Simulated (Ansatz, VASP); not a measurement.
**Cross-check of WC (Qusongite) between VASP and Ansatz**

Aim: how closely do two programs agree when they are given the same cell, functional and k mesh? The cell is taken from a series of runs on this material, whose earlier steps may have relaxed, scaled, displaced or heated it; both programs get it as it stands.

Main program and level: Ansatz 0.2.0; plane waves, with VASP 6.6.1 beside it; zone-centre phonons at PBEsol.

### 1. The structure

The structure is hexagonal, space group P-6m2 (No. 187). Conventional cell: a = 2.834 Å, b = 2.834 Å, c = 2.780 Å, α = 90.00°, β = 90.00°, γ = 120.00°. Nearest to C lie 6 W at 2.15 Å. Nearest to W lie 6 C at 2.15 Å. Farther neighbours are not listed.

### 2. Ansatz: zone-centre phonons, PBEsol

Ansatz runs on its PAW soft_1 files.

Second derivatives magnify differences that forces hide, and they need a tight electronic threshold.

Contents of input.yaml:

```yaml
crystal:
  lattice:
    - [2.8344647155, 0.0, 0.0]
    - [-1.4172323578, 2.4547184498, 0.0]
    - [0.0, 0.0, 2.7800669021]
  atoms:
    - { symbol: C, position: [0.6666666667, 0.3333333333, 0.5] }
    - { symbol: W, position: [0.0, 0.0, 0.0] }
kpoints:
  mp_grid: { grid: [18, 18, 16] }
hamiltonian:
  xc: pbesol
  pseudopotentials: { kind: paw, azcp: { folder: soft_1 }, xc_functional: pbe }
scf:
  occupations: { method: methfessel_paxton, width: 0.2 }
output:
  eigenvalues: true
phonons:
  method: dfpt
```

Command:

```console
$ ansatz run input.yaml --threads 4 --pin off --max-ram 10240MiB --backend cpu --events-out ev --progress --plain --runs-dir out
```

Numbers of over 12 decimals in the logs are rounded to 6 here.

Log:

```text
zone centre: on kpoints.mp_grid the ground state, and the responses unless they are solved on pairs of k-points, stand on 819 of the mesh's 5184 k-points, reduced under 4 symmetry operations, with k and −k counted as one. Each operation leaves every solved displacement unchanged or reverses it
Engine: ansatz 0.2.0, aarch64-unknown-linux-gnu
Pseudopotentials: kind: paw
Pseudopotential: C, paw, valence charge 4, recommended cutoff 420 eV (normal), soft_1/C.paw.azcp
Pseudopotential: W, paw, valence charge 14, recommended cutoff 420 eV (normal), soft_1/W.paw.azcp
Functional definition: PBEsol
  exchange = pbesol_x
  correlation = pbesol_c
Crystal: 2 atoms, lattice volume = 19.343 Å³
Basis set: ecut = 420 eV, 405 PW (Γ), exchange–correlation on 40×40×40 points (8 copies of the dense FFT grid, shifted against one another)
Bands: 13, of which v1, the nominal top of the filled ones, is band 9 counted from 1 (8 counted from 0)
Symmetry: 12 space group operations
k-points: 819 of 5184 (irreducible under 4 space group operations, time reversal used)
Non-local potential: C, projectors of the file, l = 0: 2, l = 1: 2, l = 2: 1
Non-local potential: W, projectors of the file, l = 0: 3, l = 1: 2, l = 2: 2, l = 3: 1
PAW form: soft (Blöchl's): semilocal exchange-correlation on the pseudo side does not see the compensation charge
PAW frozen core: C, regenerated for the run's functional, and the local potential with it (the file was generated under x = pbe(κ = 0.804, μ = 0.219515), c = pbe(β = 0.066725))
PAW frozen core: W, regenerated for the run's functional, and the local potential with it (the file was generated under x = pbe(κ = 0.804, μ = 0.219515), c = pbe(β = 0.066725))
PAW one-centre angular grid: C, 110 points (default); XC on 64 Gauss nodes
PAW one-centre angular grid: W, 590 points (default); XC on 64 Gauss nodes
Initial density: superposition of atomic densities (chi_scale 0.1, normalization cell, long waves kept (reshape's long-wave potential 0.00 eV rms))
Initial wavefunctions: pseudopotential atomic-orbital guess
Functional: x = pbesol(κ = 0.804, μ = 0.123457), c = pbesol(β = 0.046)
SCF iter   1: F=—  HF=-10505.859251 eV  |F-HF|=—  |Δ(HF+E_count)|=         —  Δρ=1.36e-1  dr2=4.61e0  ethr=3.10e-3  ⟨swp⟩=5.0  Hψ=52762  notcnv=0
preconditioner: auto → none  [metal: Δε(μ)=0.032 eV  Ē_g=11.455 eV  σ=0.200 eV  W_gap=0.13  n_scr=8 (ndim 8)  ℏωp=26.7 eV  f_vac=0.000  D(μ)=0.20/eV (n_scr^D=0)  sad-step TF]
SCF iter   2: F=—  HF=-10505.271756 eV  |F-HF|=—  |Δ(HF+E_count)|=   5.87e-1  S|Δr|=    0.00e0  Δρ=9.63e-2  dr2=2.37e0  ethr=3.10e-3  ⟨swp⟩=2.0  Hψ=20368  notcnv=0
SCF iter   3: F=—  HF=-10504.642581 eV  |F-HF|=—  |Δ(HF+E_count)|=   6.29e-1  S|Δr|=    0.00e0  Δρ=8.30e-3  dr2=1.33e-2  ethr=3.10e-3  ⟨swp⟩=2.3  Hψ=18377  notcnv=0
SCF iter   4: F=—  HF=-10504.641703 eV  |F-HF|=—  |Δ(HF+E_count)|=   8.79e-4  S|Δr|=    0.00e0  Δρ=1.03e-3  dr2=8.48e-5  ethr=7.40e-5  ⟨swp⟩=1.1  Hψ=17123  notcnv=0
SCF iter   5: F=—  HF=-10504.641774 eV  |F-HF|=—  |Δ(HF+E_count)|=   7.18e-5  S|Δr|=    0.00e0  Δρ=1.58e-4  dr2=2.62e-6  ethr=4.71e-7  ⟨swp⟩=2.2  Hψ=16905  notcnv=0
SCF iter   6: F=—  HF=-10504.641774 eV  |F-HF|=—  |Δ(HF+E_count)|=   7.33e-7  S|Δr|=    0.00e0  Δρ=2.98e-5  dr2=9.66e-8  ethr=1.46e-8  ⟨swp⟩=2.5  Hψ=17163  notcnv=0
SCF iter   7: F=—  HF=-10504.641774 eV  |F-HF|=—  |Δ(HF+E_count)|=   4.43e-7  S|Δr|=    0.00e0  Δρ=4.74e-6  dr2=1.82e-9  ethr=5.37e-10  ⟨swp⟩=2.3  Hψ=15662  notcnv=0
SCF iter   8: F=—  HF=-10504.641774 eV  |F-HF|=—  |Δ(HF+E_count)|=    0.00e0  S|Δr|=    0.00e0  Δρ=5.25e-7  dr2=1.54e-11  ethr=1.01e-11  ⟨swp⟩=2.5  Hψ=15640  notcnv=0
SCF iter   9: F=-10504.641774 eV  HF=-10504.641774 eV  |F-HF|=7.28e-12  |Δ(HF+E_count)|=  9.09e-12  S|Δr|=    0.00e0  Δρ=3.55e-8  dr2=9.72e-14  ethr=1.00e-12  ⟨swp⟩=5.0  Hψ=39918  notcnv=0
SCF 1 converged in 9 iterations: F = -10504.641774 eV  dr2 = 9.72e-14
  greatest PAW one-centre occupation: 0.999 electrons in one spin orbital (limit 2), on the W atom at site 1 (counted from 0), in its partial waves of l = 0
DFPT response loops at Γ: preconditioner auto → Kerker (q_TF=auto, 2.696 Å⁻¹) (partly filled bands, converged f_vac=0.000); β = 1.00, the filter's whole step (`scf.mixing.beta` (0.50) is not read by the response loops under this deck's `scf.mixing.preconditioner`; to damp them name `kerker` or `kerker_dos`, under which they read `scf.mixing.beta`, and type it under 1.00, their step now; both keys bind the ground state too); Broyden in place of MSR1
SCF converged after 9 iterations
Stability not checked: this state was not tested for a lower state beside it, because cold or Methfessel-Paxton smearing, or corrected tetrahedra, fill the levels in a way that the test cannot read (fill_not_monotonic; see scf.lower_state_search)
Free energy (F): -10504.641774 eV
Harris-Foulkes:  -10504.641774 eV  (|F-HF|=7.28e-12)
Internal energy: -10504.641783 eV  (E = F + TS)
E sigma→0 (E₀):  -10504.641776 eV
Entropy (-TS):   0.000008 eV (0.004 meV/atom)
Fermi energy:    22.016740 eV
--- Per-component energies (eV) ---
  E_band       = -34.390223
  E_kinetic    = 515.931433
  E_local      = -552.251944  (includes V_loc(G=0)·N_el)
  E_nonlocal   = 0.225173
  E_hartree    = 233.735456
  E_xc         = -315.942118
  E_vxc        = -293.238426  (∫ρ·V_xc dr)
  E_paw        = -8547.577555  (= ΣΔE_a)
  E_vpaw       = -172.527523  (= ΣTr[D̂ρ^β])
  E_aug_tail   = 0.000155  (compensation charges beyond the density's cutoff)
  E_ewald      = -1839.005342
  E_core_change = 0.242958  (= ΣΔE_core)
  E_smearing   = 0.000008  (= −TS)
  E_closure    = 0.000000  (closes the sum)
  Σ components = -10504.641774   (vs F -10504.641774, Δ=0.00e0)
--- Band table (eV; the first three rows and the last of 819) ---
  k-point 0: bands = [... 5 lower, 17.2413, 18.3899, 18.3899, 22.0828, 25.5545, 25.5545, 28.0182, 28.0182]
  k-point 1: bands = [... 5 lower, 17.2091, 18.4369, 18.4369, 22.0654, 25.1573, 25.1573, 28.2685, 28.2685]
  k-point 2: bands = [... 5 lower, 17.0610, 18.5739, 18.5739, 22.0995, 24.3376, 24.3376, 28.6128, 28.6128]
  k-point 818: bands = [... 5 lower, 15.1112, 15.9405, 20.0075, 20.6494, 27.5416, 28.0079, 28.6991, 32.3577]
--- Phonons (Γ-DFPT): 4 representative perturbations + reference, on 819 of 5184 k-points (Σ response iterations 12) ---
  k mesh reduced under 4 symmetry operations, with k and −k counted as one. Each operation leaves every solved displacement unchanged or reverses it
  ASR residual: 1.630e-5 → 0.000e0 eV/Å²; symmetrization residual: 1.644e-6 eV/Å²
  ASR residual per site (eV/Å²): 8.14e-6 1.63e-5
  Γ frequencies (cm⁻¹): 0.00 0.00 0.00 674.45 679.15 679.15
  non-analytic LO–TO correction: not included (Born effective charges unavailable; polar crystals: no LO–TO splitting at Γ)
```

(Part 1 of 2 ends here.)

[Lines on the potential files, build, host, timing and source positions are cut from VASP's logs without a mark.]

[Logs are printed without paths, hosts, clocks, repeated set-up lines and the standing remarks that a program may print on its own settings, such as how far it seeks lower states.]

[Hosts, paths, dates, database ids (printed as entryN), source tags and the programs' standing remarks are cut or masked in the printed files.]
